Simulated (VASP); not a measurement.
Method: vdW-DF2, VASP's PBE PAW potentials (set 64) (plane waves; VASP).

VASP input:

**INCAR**
```
! general
SYSTEM    =  TiO2
PREC      =  Accurate
ENCUT     =  520   ! plane-wave cut-off (eV)
LREAL     =  .False.
LASPH     =  .True.   ! aspherical one-centre terms

! electronic loop
EDIFF     =  1E-7   ! SCF stop (eV)
NELM      =  100
ALGO      =  Normal
LMAXMIX   =  4

! smearing
ISMEAR    =  0   ! Gaussian
SIGMA     =  0.05

! functional
GGA       =  ML
LUSE_VDW  =  .True.
AGGAC     =  0.0
ZAB_VDW   =  -1.8867

! ions
IBRION    =  2
NSW       =  30   ! most ionic steps
ISIF      =  4
EDIFFG    =  -0.01

! output
LWAVE     =  .False.
LCHARG    =  .False.
```

**POSCAR**
```
TiO2
1.0
 -1.9447583578   1.9447583578   4.9558041282
  1.9447583578  -1.9447583578   4.9558041282
  1.9447583578   1.9447583578  -4.9558041282
Ti O
2 4
Cart
 -0.0000000000   1.9447583578   2.4779020641
  0.0000000000   0.0000000000   0.0000000000
  0.0000000000   1.9447583578   0.4255205122
  0.0000000000  -0.0000000000   7.8592267045
 -0.0000000000   0.0000000000   2.0523815519
  0.0000000000   1.9447583578   4.5302836160
```

KPOINTS:
```
kpoints
0
Gamma
  8 8 8
0 0 0
```

POTCAR, in this order: Ti_sv O (PBE.64 set). Program: vasp_std.

What VASP printed:

**OSZICAR**
```
       N       E                     dE             d eps       ncg     rms          rms(c)
DAV:   1     0.698650738167E+03    0.69865E+03   -0.25120E+04  3304   0.196E+03
DAV:   2     0.567632934681E+02   -0.64189E+03   -0.62202E+03  3792   0.571E+02
DAV:   3    -0.569694970519E+02   -0.11373E+03   -0.11163E+03  4940   0.215E+02
DAV:   4    -0.621460907660E+02   -0.51766E+01   -0.51724E+01  4732   0.490E+01
DAV:   5    -0.623743037864E+02   -0.22821E+00   -0.22817E+00  4628   0.786E+00    0.313E+01
DAV:   6    -0.428242875423E+02    0.19550E+02   -0.16020E+02  4292   0.105E+02    0.148E+01
DAV:   7    -0.417332611422E+02    0.10910E+01   -0.33530E+01  4296   0.434E+01    0.777E+00
DAV:   8    -0.412387512805E+02    0.49451E+00   -0.21868E+00  4432   0.126E+01    0.389E+00
DAV:   9    -0.412621729886E+02   -0.23422E-01   -0.14103E+00  4608   0.803E+00    0.245E+00
DAV:  10    -0.412343049980E+02    0.27868E-01   -0.92012E-01  4584   0.752E+00    0.108E+00
DAV:  11    -0.412156621401E+02    0.18643E-01   -0.12891E-01  4336   0.235E+00    0.107E-01
DAV:  12    -0.412159858510E+02   -0.32371E-03   -0.38204E-03  4268   0.518E-01    0.725E-02
DAV:  13    -0.412159003367E+02    0.85514E-04   -0.59232E-04  4744   0.218E-01    0.112E-02
DAV:  14    -0.412158993666E+02    0.97018E-06   -0.36044E-05  4856   0.457E-02    0.111E-02
DAV:  15    -0.412158963056E+02    0.30609E-05   -0.10191E-05  4456   0.237E-02    0.304E-03
DAV:  16    -0.412158962656E+02    0.40026E-07   -0.11198E-06  4408   0.870E-03    0.583E-04
DAV:  17    -0.412158962924E+02   -0.26777E-07   -0.62941E-08  2304   0.233E-03
   1 F= -.41215896E+02 E0= -.41215896E+02  d E =-.412159E+02
       N       E                     dE             d eps       ncg     rms          rms(c)
DAV:   1    -0.412177117154E+02   -0.18154E-02   -0.14164E+00  3376   0.749E+00    0.167E-01
DAV:   2    -0.412195740824E+02   -0.18624E-02   -0.24355E-02  3792   0.109E+00    0.132E-01
DAV:   3    -0.412193002126E+02    0.27387E-03   -0.75077E-04  4620   0.197E-01    0.780E-02
DAV:   4    -0.412191737046E+02    0.12651E-03   -0.51008E-04  3776   0.188E-01    0.122E-02
DAV:   5    -0.412191805392E+02   -0.68346E-05   -0.10594E-04  3684   0.804E-02    0.903E-03
DAV:   6    -0.412191802554E+02    0.28375E-06   -0.43742E-06  4408   0.158E-02    0.366E-03
DAV:   7    -0.412191802719E+02   -0.16466E-07   -0.38963E-07  3280   0.516E-03
   2 F= -.41219180E+02 E0= -.41219180E+02  d E =-.328398E-02
       N       E                     dE             d eps       ncg     rms          rms(c)
DAV:   1    -0.412192282127E+02   -0.47957E-04   -0.32736E-01  3336   0.360E+00    0.815E-02
DAV:   2    -0.412196597810E+02   -0.43157E-03   -0.56542E-03  3784   0.525E-01    0.639E-02
DAV:   3    -0.412195965507E+02    0.63230E-04   -0.17728E-04  4604   0.968E-02    0.386E-02
DAV:   4    -0.412195657724E+02    0.30778E-04   -0.12266E-04  3768   0.919E-02    0.731E-03
DAV:   5    -0.412195673325E+02   -0.15600E-05   -0.26309E-05  3728   0.382E-02    0.495E-03
DAV:   6    -0.412195671255E+02    0.20693E-06   -0.11399E-06  4164   0.880E-03    0.152E-03
DAV:   7    -0.412195671620E+02   -0.36484E-07   -0.15709E-07  2288   0.307E-03
   3 F= -.41219567E+02 E0= -.41219567E+02  d E =-.367087E-02
       N       E                     dE             d eps       ncg     rms          rms(c)
DAV:   1    -0.412238489964E+02   -0.42819E-02   -0.62374E-01  3304   0.713E+00    0.457E-01
DAV:   2    -0.412228005746E+02    0.10484E-02   -0.26233E-02  3640   0.135E+00    0.265E-01
DAV:   3    -0.412213845798E+02    0.14160E-02   -0.32523E-03  4092   0.526E-01    0.387E-02
DAV:   4    -0.412214013845E+02   -0.16805E-04   -0.57951E-04  4272   0.213E-01    0.281E-02
DAV:   5    -0.412213920059E+02    0.93786E-05   -0.57149E-05  4540   0.604E-02    0.968E-03
DAV:   6    -0.412213911447E+02    0.86123E-06   -0.43291E-06  3688   0.219E-02    0.203E-03
DAV:   7    -0.412213911472E+02   -0.25257E-08   -0.61673E-07  4064   0.620E-03
   4 F= -.41221391E+02 E0= -.41221391E+02  d E =-.182399E-02
       N       E                     dE             d eps       ncg     rms          rms(c)
DAV:   1    -0.412331013906E+02   -0.11710E-01   -0.26518E+00  3304   0.147E+01    0.938E-01
DAV:   2    -0.412286978700E+02    0.44035E-02   -0.11136E-01  3608   0.274E+00    0.545E-01
DAV:   3    -0.412228226896E+02    0.58752E-02   -0.14780E-02  4132   0.111E+00    0.110E-01
DAV:   4    -0.412227726077E+02    0.50082E-04   -0.29489E-03  4364   0.464E-01    0.526E-02
DAV:   5    -0.412227446886E+02    0.27919E-04   -0.18294E-04  4464   0.113E-01    0.200E-02
DAV:   6    -0.412227419658E+02    0.27228E-05   -0.18007E-05  3852   0.435E-02    0.390E-03
DAV:   7    -0.412227423167E+02   -0.35091E-06   -0.23905E-06  4344   0.123E-02    0.209E-03
DAV:   8    -0.412227422864E+02    0.30353E-07   -0.13665E-07  2276   0.381E-03
   5 F= -.41222742E+02 E0= -.41222742E+02  d E =-.317512E-02
```

File OUTCAR:
```
------------------------ aborting loop because EDIFF is reached ----------------------------------------
  FORCE on cell =-STRESS in cart. coord.  units (eV):
  Direction    XX          YY          ZZ          XY          YZ          ZX
  --------------------------------------------------------------------------------------
  Total       -2.0321224     -2.0321224     -2.0508137      0.0000000      0.0000000      0.0000000
  in kB      -43.4265210    -43.4265210    -43.8259539      0.0000000      0.0000000      0.0000000
  external PRESSURE =     -43.5596653 kB  Pullay stress =       0.0000000 kB
  volume of cell :       74.97
      direct lattice vectors                 reciprocal lattice vectors
    -1.935175772  1.935175772  5.005005859     0.000000000  0.258374463  0.099899983
     1.935175772 -1.935175772  5.005005859     0.258374463  0.000000000  0.099899983
     1.935175772  1.935175772 -5.005005859     0.258374463  0.258374463  0.000000000
 POSITION                                       TOTAL-FORCE (eV/Angst)
 -----------------------------------------------------------------------------------
      0.00000      1.93518      2.50250        -0.000000     -0.000000     -0.000000
      0.00000      0.00000      0.00000        -0.000000     -0.000000     -0.000000
      0.00000      1.93518      0.45322        -0.000000      0.000000     -0.003934
      0.00000      0.00000      7.96073         0.000000     -0.000000     -0.003934
      0.00000      0.00000      2.04929         0.000000     -0.000000      0.003934
     -0.00000      1.93518      4.55179        -0.000000      0.000000      0.003934
 -----------------------------------------------------------------------------------
    total drift:                               -0.000000     -0.000000      0.000000
  FREE ENERGIE OF THE ION-ELECTRON SYSTEM (eV)
  ---------------------------------------------------
  free  energy   TOTEN  =       -41.2227422864 eV

  energy  without entropy=      -41.2227422864  energy(sigma->0) =      -41.22274229

 reached required accuracy - stopping structural energy minimisation
```
(Selected blocks of OUTCAR.)

File CONTCAR:
```
TiO2
   1.00000000000000
    -1.9351757716420788    1.9351757716420788    5.0050058592071469
     1.9351757716420788   -1.9351757716420788    5.0050058592071469
     1.9351757716420788    1.9351757716420788   -5.0050058592071469
  Ti              O
     2     4
Direct
     0.7500000000000000    0.2500000000000000    0.5000000000000000
     0.0000000000000000    0.0000000000000000    0.0000000000000000
     0.5452763191741040    0.0452763191741041    0.5000000000000000
     0.7952763191741040    0.7952763191741040    0.0000000000000000
     0.2047236808258959    0.2047236808258959    0.0000000000000000
     0.9547236808258960    0.4547236808258958    0.5000000000000000
```

The compound is TiO2 in the anatase structure, one of several forms; rutile is the usual stable one. This cell is one point of a volume scan, at 1.03 of the reference volume. Symmetry was kept, so distortions that lower it aren't found.
